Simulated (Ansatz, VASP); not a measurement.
# PN: VASP beside Ansatz, part 3 of 3

Wanted: the spread between two codes on one cell, functional and k mesh. The cell is generated by rule, not measured, and may not be a known phase. The cell is taken from a series of runs on this material, whose earlier steps may have relaxed, scaled, displaced or heated it; both programs get it as it stands.

VASP 6.6.1 and Ansatz 0.2.0.

So far: The structure; VASP: zone-centre phonons, LDA; Ansatz: zone-centre phonons, LDA; Differences; Ansatz: zone-centre phonons, PBE with D4; VASP: zone-centre phonons, PBE with D4.

## 8. VASP: zone-centre phonons, PBEsol

Level of this step: PBEsol; plane waves and PAW (P, N); invented cell (VASP).

Second derivatives magnify differences that forces hide, and they need a tight electronic threshold.

INCAR

```
SYSTEM = PN
PREC = Accurate
ENCUT = 600
EDIFF = 1E-08
NELM = 120
ISMEAR = 0
SIGMA = 0.02
LREAL = .FALSE.
ALGO = Normal
GGA = PS
NBANDS = 11
LORBIT = 11
LWAVE = .FALSE.
LCHARG = .FALSE.
ISIF = 2
IBRION = 8
LASPH = .TRUE.
GGA_COMPAT = .FALSE.
EFERMI = MIDGAP
KPAR = 2
```

POSCAR

```
PN
1.0
    1.5238553715      0.8797983089      2.4884389085
   -1.5238553715      0.8797983089      2.4884389085
    0.0000000000     -1.7595966178      2.4884389085
P N
1 1
Direct
    0.5000000000      0.5000000000      0.5000000000
    0.0000000000      0.0000000000      0.0000000000
```

KPOINTS

```
Automatic mesh
0
Gamma
12 12 12
0 0 0
```

PAW data sets: P and N (PBE family, release 64).

Command:

```
$ mpirun -np 2 vasp_std
```

Numbers of over 12 decimals in the logs are rounded to 6 here.

The log of the run:

```text
[banner, memory and clock lines left out]
running    2 mpi-ranks, on    1 nodes
[...]
|                                                                             |
|               ----> ADVICE to this user running VASP <----                  |
|                                                                             |
|     You enforced a specific xc type in the INCAR file but a different       |
|     [... a line on the potential file left out ...]
|     I HOPE YOU KNOW WHAT YOU ARE DOING!                                     |
|                                                                             |

 LDA part: xc-table for (Slater+PW92), standard interpolation
 POSCAR, INCAR and KPOINTS ok, starting setup
[...]
entering main loop
       N       E                     dE             d eps       ncg     rms          rms(c)
DAV:   1     0.194898942501E+02    0.19490E+02   -0.55393E+03  1584   0.949E+02
DAV:   2    -0.121153942424E+02   -0.31605E+02   -0.29336E+02  2057   0.159E+02
[...]
RMM:   9    -0.328578756329E-01   -0.17848E-06   -0.46612E-07 11176   0.367E-05    0.175E-06
RMM:  10    -0.328578843162E-01   -0.86833E-08   -0.55602E-07 12342   0.214E-05    0.131E-06
RMM:  11    -0.328578801103E-01    0.42059E-08   -0.42475E-07 10409   0.189E-05    0.795E-08
 first order change of Fermi-energy   0.19150E-03
 force on displaced ion       1 direction 1 :  10.746  -0.000  -0.000
 Linear response progress:
  Degree of freedom:   2/  2
       N       E                     dE             d eps       ncg     rms          rms(c)
RMM:   1    -0.217461258219E+00   -0.21746E+00    0.17648E-01 12904   0.324E+00
RMM:   2    -0.220582855025E+00   -0.31216E-02   -0.39656E-03  9697   0.556E-01    0.178E-01
RMM:   3    -0.221078471130E+00   -0.49562E-03   -0.99787E-05 10042   0.733E-02    0.105E-01
RMM:   4    -0.222040622687E+00   -0.96215E-03   -0.91017E-05  9918   0.623E-02    0.122E-02
[...]
RMM:  10    -0.222009332651E+00    0.16312E-07   -0.65459E-07 12273   0.426E-05    0.919E-07
RMM:  11    -0.222009335122E+00   -0.24714E-08   -0.47162E-07 11089   0.403E-05    0.184E-07
RMM:  12    -0.222009334412E+00    0.71011E-09   -0.52766E-07  9265   0.399E-05    0.473E-08
 first order change of Fermi-energy  -0.12685E-03
 force on displaced ion       2 direction 1 :  10.745  -0.000  -0.000
 Linear response finished
```

Parts of OUTCAR (step 8):

```text
  Total       -0.0577327     -0.0577327     -0.0577324     -0.0000000      0.0000000      0.0000000
  in kB       -4.6209085     -4.6209085     -4.6208844     -0.0000000      0.0000000      0.0000000
  external PRESSURE =      -4.6209005 kB  Pullay stress =       0.0000000 kB

 POSITION                                       TOTAL-FORCE (eV/Angst)
 -----------------------------------------------------------------------------------
      0.00000      0.00000      3.73266         0.000000     -0.000000      0.000000
      0.00000      0.00000      0.00000        -0.000000      0.000000      0.000000
 -----------------------------------------------------------------------------------
    total drift:                               -0.000000     -0.000000     -0.000000

[... 1 part as in an earlier step ...]

[... 1 further part left out ...]
```

## 9. Ansatz: zone-centre phonons, PBEsol

The same cell, functional, mesh and smearing now go to Ansatz, which takes its cutoff from its data sets.

The cell is taken from a series of runs on this material, whose earlier steps may have relaxed, scaled, displaced or heated it; both programs get it as it stands.

input.yaml

```yaml
crystal:
  lattice:
    - [1.5238553715, 0.8797983089, 2.4884389085]
    - [-1.5238553715, 0.8797983089, 2.4884389085]
    - [0.0, -1.7595966178, 2.4884389085]
  atoms:
    - { symbol: P, position: [0.5, 0.5, 0.5] }
    - { symbol: "N", position: [0.0, 0.0, 0.0] }
kpoints:
  mp_grid: { grid: [12, 12, 12] }
hamiltonian:
  xc: pbesol
  pseudopotentials: { kind: nc, accuracy: standard }
scf:
  occupations: { method: gaussian, width: 0.02 }
output:
  eigenvalues: true
phonons:
  method: dfpt
  qmesh: [2, 2, 2]
  temperatures: { t_max: 1000, t_step: 50 }
  qpath:
    path:
      - [[0.0, 0.0, 0.0], [0.49999913, 0.5, -8.7e-07], [0.62499957, 0.37500022, -6.5e-07]]
      - [[0.37500065, 6.5e-07, -0.375], [0.0, 0.0, 0.0], [0.50000043, 4.3e-07, 0.0], [0.5, 0.25000043, -0.25000043], [0.49999913, 0.5, -8.7e-07]]
    npoints: 10
```

Command:

```
$ ansatz run input.yaml --threads 4 --pin off --max-ram 14336MiB --backend cpu --events-out ev --progress --plain --runs-dir out
```

The log of the run:

```text
[...]
Crystal: 2 atoms, lattice volume = 20.017 Å³
Basis set: ecut = 1142.878222 eV, 1807 PW (Γ), exchange–correlation on 72×72×72 points (8 copies of the dense FFT grid, shifted against one another)
Bands: 9, of which v1, the nominal top of the filled ones, is band 5 counted from 1 (4 counted from 0)
Symmetry: 48 space group operations
k-points: 72 of 1728
[...]
E sigma→0 (E₀):  -467.742267 eV
Fermi energy:    12.688121 eV
[...]
--- Band table (eV; the first three rows and the last of 72) ---
[...]
ASR residual: 1.791e-5 → 0.000e0 eV/Å²; symmetrization residual: 1.167e-6 eV/Å²
  ASR residual per site (eV/Å²): 9.65e-6 1.79e-5
  Γ frequencies (cm⁻¹): -542.21 -542.21 -542.21 0.00 0.00 0.00
--- Phonons (arbitrary-q DFPT): 3 irreducible q on the 2×2×2 mesh ---
[...]
interpolated dispersion: 62 rows × 6 modes
[...]
[key lines of the parts left out:]
SCF converged after 9 iterations
Free energy (F): -467.742267 eV
```

## 10. Differences

What differs besides the data sets and the points named for the pairs above, as far as they apply: the cutoff is 1142.88 eV in Ansatz and 600 eV in VASP. Total energies have different zeros and are not compared.

Both answers:

| quantity | Ansatz | VASP | difference |
| --- | --- | --- | --- |
| optical mode 1 to 3 (imaginary, printed as negative) (cm⁻¹) | -542.2 | -550.5 | +8.3 |

Modes are paired by rising frequency, not by their patterns, so a pair may set unlike modes beside each other; they are those without the splitting of longitudinal modes.

## 11. Outcome

```yaml
r_m_s_difference_of_the_optical_zone_centre_modes_each_program_s_sorted_by_frequency_zone_centre_phonons_lda: 4.5 cm⁻¹
r_m_s_difference_of_the_optical_zone_centre_modes_each_program_s_sorted_by_frequency_zone_centre_phonons_pbe_with_d4: 4.9 cm⁻¹
r_m_s_difference_of_the_optical_zone_centre_modes_each_program_s_sorted_by_frequency_zone_centre_phonons_pbesol: 8.3 cm⁻¹
```

The r.m.s. difference of the optical zone-centre modes, each program's sorted by frequency is 4.5 cm⁻¹ (zone-centre phonons, LDA). 5 further runs of this series are not shown here. How closely two codes agree says nothing of how well the functional describes the real material.

[Lines on the potential files, build, host, timing and source positions are cut from VASP's logs without a mark.]

[Logs are printed without paths, hosts, clocks, repeated set-up lines and the standing remarks that a program may print on its own settings, such as how far it seeks lower states.]

[Hosts, paths, dates, database ids (printed as entryN), source tags and the programs' standing remarks are cut or masked in the printed files.]
